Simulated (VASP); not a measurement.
An input for Quantum ESPRESSO's pw.x (written as the equivalent of a VASP run, and not itself run):

```
&CONTROL
  calculation = 'scf'
  pseudo_dir = './pseudo'
  outdir = './out'
  tprnfor = .true.
  tstress = .false.
/
&SYSTEM
  ibrav = 0
  nat = 2
  ntyp = 2
  ecutwfc = 74
  occupations = 'smearing'
  smearing = 'fermi-dirac'
  degauss = 0.00147
  input_dft = 'pbe0'
  nqx1 = 3
  nqx2 = 3
  nqx3 = 3
/
&ELECTRONS
  conv_thr = 7.3e-08
  electron_maxstep = 100
/
ATOMIC_SPECIES
  Li 6.940 Li.upf
  H 1.008 H.upf
CELL_PARAMETERS angstrom
     0.0000000    1.9891360    1.9891360
     1.9891360    0.0000000    1.9891360
     1.9891360    1.9891360    0.0000000
ATOMIC_POSITIONS crystal
  Li   0.0000000  0.0000000  0.0000000
  H    0.5000000  0.5000000  0.5000000
K_POINTS automatic
  3 3 3 0 0 0
```

### Question
Translate this input to VASP (INCAR, KPOINTS, POSCAR, choice of POTCAR).

### Answer
Several could match; the one computed here: 
POSCAR:
```
LiH
1.0
  0.0000000000   1.9891360000   1.9891360000
  1.9891360000   0.0000000000   1.9891360000
  1.9891360000   1.9891360000   0.0000000000
Li H
1 1
Cartesian
  0.0000000000   0.0000000000   0.0000000000
  1.9891360000   1.9891360000   1.9891360000
```

**INCAR**
```
SYSTEM = LiH
PREC = Accurate; ENCUT = 400; LREAL = .FALSE.
LASPH = .TRUE.; ISYM = 3
EDIFF = 1E-6; NELM = 100; ALGO = Normal
ISMEAR = -1; SIGMA = 0.02
GGA = PE; LHFCALC = .TRUE.; AEXX = 0.25
HFRCUT = -1; PRECFOCK = Fast
ISIF = 2
LWAVE = .FALSE.; LCHARG = .FALSE.
```

**KPOINTS**
```
Automatic mesh
0
Gamma
3 3 3
0 0 0
```

POTCAR, in this order: Li_sv H (PBE.64 set). Program: vasp_std.

The two are equivalent in intent, not identical: the potentials are each code's own (VASP's PAW set, PseudoDojo norm-conserving files in pw.x), so ENCUT and ecutwfc are chosen apart and not converted; conv_thr bounds pw.x's estimated SCF error, while EDIFF bounds the energy change between steps; the singularity of exact exchange is treated differently by default.

The structure comes from a computed database's LiH entry; how it stands against other phases isn't given here. The cell was not relaxed at this level. The k-mesh is coarse (spacing up to 0.91 per Å, 2π included), so the numbers may not be converged in it. The run is one of a series of settings (KPOINTS 3×3×3 Γ-centred mesh against the base run), some of them coarse on purpose.
